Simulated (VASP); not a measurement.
Given:

```xyz
6
Lattice="4.6757 0.0000 0.0000 0.0000 4.6757 0.0000 0.0000 0.0000 2.9821" Properties=species:S:1:pos:R:3 pbc="T T T"
Ti     4.6757     0.0000     2.9821
Ti     2.3378     2.3378     1.4910
O      1.4280     1.4280     0.0000
O      3.7658     0.9099     1.4910
O      0.9099     3.7658     1.4910
O      3.2477     3.2477     2.9821
```

All values below come from revPBE GGA, VASP's PBE PAW potentials (set 64) (plane waves; VASP). Numerical set-up: 520 eV cut-off, Gaussian smearing of 0.050 eV, potentials Ti_sv O.

**Question.** Predict the band gap (along the path) with the smallest direct gap where there is one.

**Answer.** 
| Item | Result |
|---|---|
| band gap (along the path) | 1.82 eV |
| smallest direct gap (along the path) | 1.82 eV |

Total energies compare only between runs with the same potentials, cut-off and functional.

The compound is TiO2 in the rutile structure. It was relaxed first.
